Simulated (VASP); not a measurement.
Input:

```
BiGa
1.0
    6.57268     0.00000     0.00000
    0.00000     4.13000     0.00000
    0.00000     0.00000     7.38950
Ga Bi
4 4
Direct
  0.51680   0.25000   0.69580
  0.01680   0.25000   0.80420
  0.48320   0.75000   0.30420
  0.98320   0.75000   0.19580
  0.69298   0.25000   0.08037
  0.19298   0.25000   0.41963
  0.30702   0.75000   0.91963
  0.80702   0.75000   0.58037
```

Method: LDA (Ceperley-Alder, Perdew-Zunger), VASP's LDA PAW potentials (set 64) (plane waves; VASP). Numerical set-up: 400 eV cut-off, 5×8×5 Γ-centred mesh, tetrahedra with Blöchl corrections, potentials Ga_d Bi_d.

The cores are frozen, which limits the accuracy of field gradients.

### Question
Give the principal components of the electric field gradient (V/Å²) and the asymmetry η at each nucleus.

### Answer

```tsv
atom	Vxx	Vyy	Vzz	η
Ga1	-8.6	-4.2	12.8	0.35
Ga2	-8.6	-4.2	12.8	0.35
Ga3	-8.6	-4.2	12.8	0.35
Ga4	-8.6	-4.2	12.8	0.35
Bi5	98.1	24.1	-122.2	0.60
Bi6	98.1	24.1	-122.2	0.60
Bi7	98.1	24.1	-122.2	0.60
Bi8	98.1	24.1	-122.2	0.60
```

The structure was generated: GaBi was put into the MnP type (Pnma), which need not be its known phase. It was relaxed first, which changed the volume by +28 %.
